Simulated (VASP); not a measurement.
Crystal: NbVTe4.

```
Nb V Te
1.0
     3.65000    0.00000    0.00000
    -1.82500    3.16099    0.00000
     0.00000    0.00000   13.90000
Nb V Te
1 1 4
Direct
  0.66667 0.33333 0.00000
  0.00000 0.00000 0.50000
  0.66667 0.33333 0.37000
  0.66667 0.33333 0.63000
  0.00000 0.00000 0.13000
  0.00000 0.00000 0.87000
```

The cell was built by a generator and needn't be a form met in nature.

| Quantity | Value |
| --- | --- |
| Program | VASP 6.6.1 |
| Task | relaxation of cell and atoms |
| Functional | PBE |
| Potentials or basis | VASP PAW PBE potentials, release 64 (Nb_sv, V_sv, Te) |
| Cutoff | 520 eV |
| k mesh | 4 × 4 × 1 |
| Occupations | gaussian, width 0.15 eV |
| Spin | collinear spin, ferromagnetic start |
| Starting moments | [0.0, 2.0, 0.0, 0.0, 0.0, 0.0] μB |

At the start: pressure 0.6 GPa; volume 26.73 Å³/atom.

**Question.** Where does the relaxation end?

**Answer.** Over 10 steps the energy falls by 17.1 meV/atom and the volume is 27.14 Å³/atom (+1.6 %); space group P-6m2 (No. 187, to 0.05 Å); moment 1.01 μB per cell.

The path:
```csv
step,energy change (eV),largest force (eV/Å),pressure (GPa),volume (Å³)
1,0.0000,0.7815,0.56,160.37
2,-0.0693,0.5350,-0.41,162.54
3,-0.0835,0.3127,-1.07,164.27
4,-0.0814,0.3516,1.10,160.50
5,-0.0962,0.0817,0.17,162.42
6,-0.0962,0.0962,0.09,162.59
7,-0.0960,0.1038,-0.11,162.66
8,-0.0962,0.1003,0.05,162.62
9,-0.0989,0.0900,-0.09,162.69
10,-0.1024,0.0603,0.19,162.86
```

Final structure:
```
Nb V Te
1.0
     3.65701    0.00000    0.00000
    -1.82850    3.16706    0.00000
     0.00000    0.00000   14.06164
Nb V Te
1 1 4
Direct
  0.66667 0.33333 0.00000
  0.00000 0.00000 0.50000
  0.66667 0.33333 0.37706
  0.66667 0.33333 0.62294
  0.00000 0.00000 0.13209
  0.00000 0.00000 0.86791
```

Caveat: the k mesh is coarse (spacing up to 0.50 Å⁻¹), so the values aren't converged; this functional lacks dispersion, which binds the layers, so the pressure and a relaxed spacing across them are unreliable; the relaxation stopped at a loose force limit of 0.08 eV/Å, so its end isn't a converged minimum.
